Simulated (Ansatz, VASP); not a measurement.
## Ta2O5: VASP beside Ansatz

One calculation is typed for both programs; each brings its own data sets. How far apart do they land? The cell is taken from a series of runs on this material, whose earlier steps may have relaxed, scaled, displaced or heated it; both programs get it as it stands.

Method: plane waves, with VASP 6.6.1 beside it; single point at LDA, in Ansatz 0.2.0.

### Step 1. Starting point

It takes space group Pmmm (No. 47, orthorhombic). Conventional cell: a = 3.663 Å, b = 3.853 Å, c = 6.431 Å, α = 90.00°, β = 90.00°, γ = 90.00°. Ta has 6 O at 1.93 to 2.17 Å nearest. Nearest to Ta lie 6 O at 1.83 to 2.06 Å. Nearest to O lie 3 Ta at 2.06 to 2.17 Å. Nearest to O lie 2 Ta at 1.93 Å. Nearest to O lie 2 Ta at 1.83 Å. Nearest to O lie 2 Ta at 1.93 Å. Farther neighbours and most contacts between anions are not listed.

### Step 2. Ansatz: single point, LDA, pair 1

Ansatz runs on PAW files that the input asks for by source.

A single point gives forces, pressure and levels at one fixed geometry, so differences don't come from the geometry; what else differs is listed under the comparison.

File input.yaml:

```yaml
crystal:
  lattice:
    - [3.6632047134, 0.0, 0.0]
    - [0.0, 3.8533710757, 0.0]
    - [0.0, 0.0, 6.4306214859]
  atoms:
    - { symbol: Ta, position: [0.5, 0.0, 0.5] }
    - { symbol: Ta, position: [0.0, 0.0, 0.0] }
    - { symbol: O, position: [0.0, 0.0, 0.3203777979] }
    - { symbol: O, position: [0.0, 0.0, 0.6796222021] }
    - { symbol: O, position: [0.5, 0.5, 0.5] }
    - { symbol: O, position: [0.5, 0.0, 0.0] }
    - { symbol: O, position: [0.0, 0.5, 0.0] }
kpoints:
  mp_grid: { grid: [4, 4, 2] }
hamiltonian:
  xc: lda
  pseudopotentials: { kind: paw, source: ansatz, frozen_core: stored }
scf:
  occupations: { method: fixed }
  lower_state_search: "off"
  convergence: { dr2_threshold: 1.0e-09 }
output:
  embedding: [{ level: hf }]
basis:
  ecutwfc: 1000
```

Run with:

```sh
$ ansatz run input.yaml --threads 4 --pin off --max-ram 18432MiB --backend cpu --events-out ev --progress --plain --runs-dir out
```

What it wrote:

```text
Warning: <dir> the record states the generating functional pbe (its physics header spells it `PBE`), which answers neither for hamiltonian.xc's functional nor for the lda family's, and the run keeps its frozen core as the file was made (hamiltonian.pseudopotentials.frozen_core says where one is remade) — results may be inconsistent (PPs are generated against a specific XC)
Warning: <dir> the record states the generating functional pbe (its physics header spells it `PBE`), which answers neither for hamiltonian.xc's functional nor for the lda family's, and the run keeps its frozen core as the file was made (hamiltonian.pseudopotentials.frozen_core says where one is remade) — results may be inconsistent (PPs are generated against a specific XC)
Engine: ansatz 0.2.0, aarch64-unknown-linux-gnu
Pseudopotentials: kind: paw
Pseudopotential: Ta, paw, valence charge 27, recommended cutoff 520 eV (normal), Ta.paw.azcp
Pseudopotential: O, paw, valence charge 6, recommended cutoff 930 eV (normal), O.paw.azcp
Functional definition: SPW92
  exchange = slater_x
  correlation = pw_c
Crystal: 7 atoms, lattice volume = 90.773 Å³
Basis set: ecut = 1000 eV, 6505 PW (Γ)
Bands: 51, of which v1, the nominal top of the filled ones, is band 42 counted from 1 (41 counted from 0)
Symmetry: 8 space group operations
Space group: Pmmm (ITA 47), of the structure as read, at distance tolerance 4.5e-5 Å
k-points: 18 of 32
Non-local potential: Ta, projectors of the file, l = 0: 3, l = 1: 3, l = 2: 2, l = 3: 3
Non-local potential: O, projectors of the file, l = 0: 2, l = 1: 2, l = 2: 1
PAW form: soft (Blöchl's): semilocal exchange-correlation on the pseudo side does not see the compensation charge
PAW frozen core: Ta, as the file was generated: the input asks for it (`frozen_core: stored`)
PAW frozen core: O, as the file was generated: the input asks for it (`frozen_core: stored`)
PAW one-centre angular grid: Ta, 590 points (default); XC on 96 Gauss nodes
PAW one-centre angular grid: O, 110 points (default); XC on 64 Gauss nodes
Initial density: superposition of atomic densities (chi_scale 0.1, normalization cell, long waves kept (reshape's long-wave potential 0.03 eV rms))
Initial wavefunctions: pseudopotential atomic-orbital guess
Functional: x = slater, c = lda
SCF iter   1: F=—  HF=-35845.057820 eV  |F-HF|=—  |Δ(HF+E_count)|=         —  Δρ=8.35e-2  dr2=5.21e0  ethr=3.10e-3  ⟨swp⟩=3.8  Hψ=2978  notcnv=0  defer=98
preconditioner: auto → Resta (q_TF=auto, 2.693 Å⁻¹)  ε∞=3.6  [insulator: Δε(μ)=1.234 eV  Ē_g=21.439 eV  n_scr=36 (ndim 8)  ℏωp=34.9 eV  f_vac=0.095  ε∞_Penn≈3.6]
SCF iter   2: F=—  HF=-35843.495304 eV  |F-HF|=—  |Δ(HF+E_count)|=    1.56e0  Δρ=3.91e-2  dr2=1.17e0  ethr=3.10e-3  ⟨swp⟩=2.7  Hψ=1887  notcnv=0  defer=112
SCF iter   3: F=—  HF=-35843.133096 eV  |F-HF|=—  |Δ(HF+E_count)|=   3.62e-1  Δρ=2.42e-2  dr2=4.06e-1  ethr=1.39e-3  ⟨swp⟩=2.0  Hψ=1569  notcnv=0  defer=118
SCF iter   4: F=—  HF=-35843.015791 eV  |F-HF|=—  |Δ(HF+E_count)|=   1.17e-1  Δρ=4.65e-3  dr2=2.28e-2  ethr=4.84e-4  ⟨swp⟩=2.8  Hψ=1723  notcnv=0  defer=123
SCF iter   5: F=—  HF=-35843.017425 eV  |F-HF|=—  |Δ(HF+E_count)|=   1.63e-3  Δρ=2.97e-3  dr2=5.40e-3  ethr=2.71e-5  ⟨swp⟩=2.0  Hψ=1764  notcnv=0  defer=126
SCF iter   6: F=—  HF=-35843.016984 eV  |F-HF|=—  |Δ(HF+E_count)|=   4.41e-4  Δρ=8.88e-4  dr2=6.29e-4  ethr=6.43e-6  ⟨swp⟩=2.0  Hψ=1567  notcnv=0  defer=126
SCF iter   7: F=—  HF=-35843.016849 eV  |F-HF|=—  |Δ(HF+E_count)|=   1.36e-4  Δρ=4.02e-4  dr2=1.42e-4  ethr=7.49e-7  ⟨swp⟩=2.5  Hψ=1652  notcnv=0  defer=126
SCF iter   8: F=—  HF=-35843.016882 eV  |F-HF|=—  |Δ(HF+E_count)|=   3.30e-5  Δρ=1.90e-4  dr2=2.95e-5  ethr=1.69e-7  ⟨swp⟩=2.0  Hψ=1349  notcnv=0  defer=53
SCF iter   9: F=—  HF=-35843.016874 eV  |F-HF|=—  |Δ(HF+E_count)|=   7.87e-6  Δρ=6.68e-5  dr2=3.49e-6  ethr=3.51e-8  ⟨swp⟩=2.0  Hψ=1605  notcnv=0  defer=51
SCF iter  10: F=—  HF=-35843.016862 eV  |F-HF|=—  |Δ(HF+E_count)|=   1.18e-5  Δρ=2.22e-5  dr2=3.22e-7  ethr=4.16e-9  ⟨swp⟩=2.1  Hψ=1631  notcnv=0  defer=51
SCF iter  11: F=—  HF=-35843.016862 eV  |F-HF|=—  |Δ(HF+E_count)|=   1.62e-7  Δρ=9.23e-6  dr2=7.66e-8  ethr=3.83e-10  ⟨swp⟩=2.1  Hψ=1607  notcnv=0  defer=51
SCF iter  12: F=—  HF=-35843.016862 eV  |F-HF|=—  |Δ(HF+E_count)|=   5.94e-8  Δρ=1.06e-5  dr2=7.72e-8  ethr=9.12e-11  ⟨swp⟩=2.4  Hψ=1637  notcnv=0  defer=51
SCF iter  13: F=—  HF=-35843.016862 eV  |F-HF|=—  |Δ(HF+E_count)|=   1.90e-8  Δρ=1.23e-6  dr2=1.68e-9  ethr=9.12e-11  ⟨swp⟩=2.0  Hψ=1467  notcnv=0  defer=51
SCF iter  14: F=-35843.016862 eV  HF=-35843.016862 eV  |F-HF|=7.57e-10  |Δ(HF+E_count)|=  7.35e-10  Δρ=1.05e-6  dr2=7.67e-10  ethr=1.19e-12  ⟨swp⟩=11.3  Hψ=3301  notcnv=0
SCF 1 converged in 14 iterations: F = -35843.016862 eV  dr2 = 7.67e-10
  greatest PAW one-centre occupation: 0.998 electrons in one spin orbital (limit 2), on the Ta atom at site 1 (counted from 0), in its partial waves of l = 0
Embedding: level 1/1
SCF converged after 14 iterations
Free energy (F): -35843.016862 eV
Harris-Foulkes:  -35843.016862 eV  (|F-HF|=7.57e-10)
Internal energy: -35843.016862 eV  (E = F + TS)
E sigma→0 (E₀):  -35843.016862 eV
Fermi energy:    10.176213 eV
--- Per-component energies (eV) ---
  E_band       = -702.107091
  E_kinetic    = 2200.046289
  E_local      = -24770.378305  (includes V_loc(G=0)·N_el)
  E_nonlocal   = 5385.649382
  E_hartree    = 8516.392628
  E_xc         = -1627.056107
  E_vxc        = -1156.374236  (∫ρ·V_xc dr)
  E_paw        = -14897.368755  (= ΣΔE_a)
  E_vpaw       = 606.163894  (= ΣTr[D̂ρ^β])
  E_aug_tail   = -0.000028  (compensation charges beyond the density's cutoff)
  E_ewald      = -10650.301965
  E_smearing   = -0.000000  (= −TS)
  E_closure    = -0.000000  (closes the sum)
  Σ components = -35843.016862   (vs F -35843.016862, Δ=0.00e0)
--- Band table (eV; the first three rows and the last of 18) ---
  k-point 0: bands = [... 38 lower, 8.4952, 9.1363, 9.3395, 9.4772, 10.4913, 10.9777, 11.3763, 12.1827, ... 5 higher]
  k-point 1: bands = [... 38 lower, 8.2016, 8.7505, 9.3156, 9.4749, 10.9896, 11.2106, 11.6846, 12.3982, ... 5 higher]
  k-point 2: bands = [... 38 lower, 7.9547, 8.7126, 8.7633, 9.0705, 10.6396, 12.2167, 12.6425, 12.7608, ... 5 higher]
  k-point 17: bands = [... 38 lower, 6.7909, 7.7688, 9.2297, 10.1762, 11.0029, 13.4973, 13.7414, 14.4987, ... 5 higher]
--- Embedding: other levels on nested regions, to first order at the run's own orbitals ---
  hf on the whole cell: 42 occupied orbitals
    hf − lda = -262.762491 eV: smooth +1627.056107, one-centre -379.776604, exact exchange -1510.041994 eV
  E of the run      =    -35843.016862 eV
  E with the levels =    -36105.779353 eV; the forces and the stress are the run's own
```

### Step 3. VASP: single point, LDA, pair 1

The same cell, functional (in two slightly different forms) and mesh now go to VASP, with its own data sets.

Lines of VASP's logs that name or quote its potential files are left out, and so is its time.

File INCAR:

```
SYSTEM = Ta2O5
PREC = Accurate
ENCUT = 520
EDIFF = 1E-06
NELM = 120
ISMEAR = 0
SIGMA = 0.01
LREAL = .FALSE.
ALGO = Normal
GGA = PW92
NBANDS = 33
LASPH = .TRUE.
LORBIT = 11
LWAVE = .FALSE.
LCHARG = .FALSE.
ISIF = 2
GGA_COMPAT = .FALSE.
EFERMI = MIDGAP
KPAR = 2
```

File POSCAR:

```
Ta2O5
1.0
    3.6632047134      0.0000000000      0.0000000000
    0.0000000000      3.8533710757      0.0000000000
    0.0000000000      0.0000000000      6.4306214859
Ta O
2 5
Direct
    0.5000000000      0.0000000000      0.5000000000
    0.0000000000      0.0000000000      0.0000000000
    0.0000000000      0.0000000000      0.3203777979
    0.0000000000      0.0000000000      0.6796222021
    0.5000000000      0.5000000000      0.5000000000
    0.5000000000      0.0000000000      0.0000000000
    0.0000000000      0.5000000000      0.0000000000
```

File KPOINTS:

```
Automatic mesh
0
Gamma
4 4 2
0 0 0
```

Potentials, in the order of the species: Ta_pv and O (LDA family, release 64).

Run with:

```sh
$ mpirun -np 2 vasp_std
```

What it wrote:

```text
[banner, memory and clock lines left out]
running    2 mpi-ranks, on    1 nodes
 distrk:  each k-point on    1 cores,    2 groups
 distr:  one band on    1 cores,    1 groups

 POSCAR found type information on POSCAR TaO
 POSCAR found :  2 types and       7 ions
|                                                                             |
|               ----> ADVICE to this user running VASP <----                  |
|                                                                             |
|     You enforced a specific xc type in the INCAR file but a different       |
|     [... a line on the potential file left out ...]
|     I HOPE YOU KNOW WHAT YOU ARE DOING!                                     |
|                                                                             |

 LDA part: xc-table for (Slater(with rela. corr.)+PW92), standard interpolation
 POSCAR, INCAR and KPOINTS ok, starting setup
 FFT: planning ... GRIDC
 FFT: planning ... GRID_SOFT
 FFT: planning ... GRID
 WAVECAR not read
 entering main loop
       N       E                     dE             d eps       ncg     rms          rms(c)
DAV:   1     0.459666469494E+03    0.45967E+03   -0.29368E+04  1188   0.157E+03
DAV:   2    -0.587233823660E+02   -0.51839E+03   -0.50691E+03  1502   0.431E+02
DAV:   3    -0.875428232222E+02   -0.28819E+02   -0.28712E+02  1476   0.106E+02
DAV:   4    -0.878965128467E+02   -0.35369E+00   -0.35321E+00  1440   0.129E+01
DAV:   5    -0.879017452611E+02   -0.52324E-02   -0.52292E-02  1430   0.151E+00    0.491E+01
DAV:   6    -0.727660340675E+02    0.15136E+02   -0.75862E+01  1340   0.532E+01    0.188E+01
DAV:   7    -0.721316029295E+02    0.63443E+00   -0.46987E+00  1394   0.132E+01    0.116E+01
DAV:   8    -0.719327836306E+02    0.19882E+00   -0.65025E-01  1458   0.592E+00    0.165E+00
DAV:   9    -0.719096124119E+02    0.23171E-01   -0.10980E-01  1419   0.217E+00    0.704E-01
DAV:  10    -0.719045856080E+02    0.50268E-02   -0.21871E-02  1351   0.823E-01    0.397E-01
DAV:  11    -0.719035878570E+02    0.99775E-03   -0.41612E-03  1368   0.473E-01    0.190E-01
DAV:  12    -0.719034946382E+02    0.93219E-04   -0.59644E-04  1462   0.167E-01    0.670E-02
DAV:  13    -0.719034549331E+02    0.39705E-04   -0.12336E-04  1424   0.832E-02    0.326E-02
DAV:  14    -0.719034481831E+02    0.67500E-05   -0.23256E-05  1564   0.351E-02    0.529E-03
DAV:  15    -0.719034481339E+02    0.49278E-07   -0.41746E-06  1195   0.113E-02
   1 F= -.71903448E+02 E0= -.71903448E+02  d E =-.207063E-38
```

Parts of OUTCAR (step 3):

```text
ion  position               nearest neighbor table
   1  0.500  0.000  0.500-   5 1.93   5 1.93   3 2.17   4 2.17   3 2.17   4 2.17
   2  0.000  0.000  0.000-   6 1.83   6 1.83   7 1.93   7 1.93   3 2.06   4 2.06
   3  0.000  0.000  0.320-   2 2.06   1 2.17   1 2.17
   4  0.000  0.000  0.680-   2 2.06   1 2.17   1 2.17
   5  0.500  0.500  0.500-   1 1.93   1 1.93
   6  0.500  0.000  0.000-   2 1.83   2 1.83
   7  0.000  0.500  0.000-   2 1.93   2 1.93

  LATTYP: Found a simple orthorhombic cell.
 ALAT       =     3.6632047134
 B/A-ratio  =     1.0519125676
 C/A-ratio  =     1.7554633140

 Subroutine GETGRP returns: Found  8 space group operations
 (whereof  8 operations were pure point group operations)

The static configuration has the point symmetry D_2h.

 Found     18 irreducible k-points:

   k-points           NKPTS =     18   k-points in BZ     NKDIM =     18   number of bands    NBANDS=     33

   dimension x,y,z NGX =    28 NGY =   30 NGZ =   48
   dimension x,y,z NGXF=    56 NGYF=   60 NGZF=   96

   ENCUT  =  520.0 eV  38.22 Ry    6.18 a.u.   6.81  7.16 11.96*2*pi/ulx,y,z

   NELECT =      52.0000    total number of electrons

 k-points in reciprocal lattice and weights: Automatic mesh
   0.00000000  0.00000000  0.00000000       0.031
   0.25000000  0.00000000  0.00000000       0.062
   0.50000000  0.00000000  0.00000000       0.031
   0.00000000  0.25000000  0.00000000       0.062
   0.25000000  0.25000000  0.00000000       0.125
   0.50000000  0.25000000  0.00000000       0.062
   0.00000000  0.50000000  0.00000000       0.031
   0.25000000  0.50000000  0.00000000       0.062
   0.50000000  0.50000000  0.00000000       0.031
[...]
0.25000000  0.50000000  0.50000000       0.062
   0.50000000  0.50000000  0.50000000       0.031

 average (electrostatic) potential at core
       1 -43.2209       2 -40.6323       3 -73.8029       4 -73.8029       5 -74.1927
       6 -73.4859       7 -72.3419

 E-fermi :   2.3080

 k-point     1 :       0.0000    0.0000    0.0000
  band No.  band energies     occupation
    ...
     22       0.3213      2.00000
     23       0.5072      2.00000
     24       1.1478      2.00000
     25       1.3452      2.00000
     26       1.4832      2.00000
     27       2.4630      0.00000
     28       2.9626      0.00000
     29       3.3465      0.00000
     30       4.1484      0.00000
     31       4.3981      0.00000
    ...

 k-point     2 :       0.2500    0.0000    0.0000
  band No.  band energies     occupation
    ...
     22      -0.5722      2.00000
     23      -0.0406      2.00000
     24       0.8456      2.00000
     25       1.0330      2.00000
     26       1.0900      2.00000
     27       2.8647      0.00000
     28       2.9234      0.00000
     29       3.8333      0.00000
     30       5.4249      0.00000
     31       6.0376      0.00000
    ...

 k-point     3 :       0.5000    0.0000    0.0000
  band No.  band energies     occupation
    ...
     22      -0.4192      2.00000
     23       0.0812      2.00000
     24       0.4850      2.00000
     25       0.8819      2.00000
     26       0.9402      2.00000
     27       2.3982      0.00000
     28       2.5081      0.00000
     29       4.5244      0.00000
     30       5.4367      0.00000
     31       5.6395      0.00000
    ...

  Total       -1.5186205     -1.2183205     -1.6681492      0.0000000      0.0000000      0.0000000
  in kB      -26.8043254    -21.5038969    -29.4435720      0.0000000      0.0000000      0.0000000
  external PRESSURE =     -25.9172648 kB  Pullay stress =       0.0000000 kB

  energy-cutoff  :      520.00
  volume of cell :       90.77
      direct lattice vectors                 reciprocal lattice vectors
     3.663204713  0.000000000  0.000000000     0.272985017  0.000000000  0.000000000
     0.000000000  3.853371076  0.000000000     0.000000000  0.259513029  0.000000000
     0.000000000  0.000000000  6.430621486     0.000000000  0.000000000  0.155505965

 POSITION                                       TOTAL-FORCE (eV/Angst)
 -----------------------------------------------------------------------------------
      1.83160      0.00000      3.21531         0.000000      0.000000      0.000000
      0.00000      0.00000      0.00000         0.000000      0.000000      0.000000
      0.00000      0.00000      2.06023         0.000000     -0.000000      0.064578
      0.00000      0.00000      4.37039        -0.000000     -0.000000     -0.064578
      1.83160      1.92669      3.21531         0.000000      0.000000      0.000000
      1.83160      0.00000      0.00000         0.000000      0.000000      0.000000
      0.00000      1.92669      0.00000         0.000000      0.000000      0.000000
 -----------------------------------------------------------------------------------
    total drift:                                0.000000      0.000000      0.000000

  FREE ENERGIE OF THE ION-ELECTRON SYSTEM (eV)
  ---------------------------------------------------
  free  energy   TOTEN  =       -71.9034481339 eV

  energy  without entropy=      -71.9034481339  energy(sigma->0) =      -71.90344813

 total charge
# of ion       s       p       d       tot
------------------------------------------
    1        0.305   6.275   1.915   8.495
    2        0.387   6.458   2.232   9.077
    3        1.547   3.469   0.000   5.015
    4        1.547   3.469   0.000   5.015
    5        1.564   3.485   0.000   5.049
    6        1.580   3.596   0.000   5.176
    7        1.561   3.518   0.000   5.079
--------------------------------------------------
tot          8.490  30.269   4.147  42.907

[... 3 further parts left out ...]
```

The run ends at a pressure of -2.59 GPa, with forces up to 0.065 eV/Å.

### Step 4. Differences

Known differences besides the potentials themselves: fixed occupations in Ansatz, narrow Gaussian smearing in VASP; the data sets hold 84 valence electrons in Ansatz (on PAW files that the input asks for by source) and 52 in VASP; the cutoff is 1000 eV in Ansatz and 520 eV in VASP; VASP's log shows a relativistic correction to its local exchange, Ansatz's none. Total energies have different zeros and are not compared.

Both answers:

```tsv
quantity	Ansatz	VASP	difference
gap on the k mesh (eV)	0.252	0.180	+0.072
```

A gap on the mesh is an upper bound, since the band edges may lie between its points; neither run holds spin-orbit coupling, which can move the band edges of a compound of Ta.

(Continued in part 2 of 2.)

[Lines on the potential files, build, host, timing and source positions are cut from VASP's logs without a mark.]

[Logs are printed without paths, hosts, clocks, repeated set-up lines and the standing remarks that a program may print on its own settings, such as how far it seeks lower states.]

[Hosts, paths, dates, database ids (printed as entryN), source tags and the programs' standing remarks are cut or masked in the printed files.]
